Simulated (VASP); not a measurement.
```xyz
2
Lattice="2.9824 0.0000 0.0000 0.0000 2.9824 0.0000 0.0000 0.0000 2.9824" Properties=species:S:1:pos:R:3 pbc="T T T"
Ti     0.0000     0.0000     0.0000
Co     1.4912     1.4912     1.4912
```

Level of theory: r2SCAN meta-GGA, VASP's PBE PAW potentials (set 64) (plane waves; VASP). Numerical set-up: 520 eV cut-off, 12×12×12 Γ-centred mesh, first-order Methfessel-Paxton smearing of 0.10 eV, potentials Ti_sv Co.

Give the stress tensor in GPa (positive for a compressed cell).

```
-5.45   0.00   0.00
 0.00  -5.45   0.00
 0.00   0.00  -5.45
```
The pressure is its mean diagonal, -5.45 GPa.

The compound is TiCo in the CsCl type structure. This cell is one point of a volume scan, at 1.03 of the reference volume. The run is not spin-polarised, so no magnetic state was tried. The electron count is odd and the run is not spin-polarised, which forces a metal.
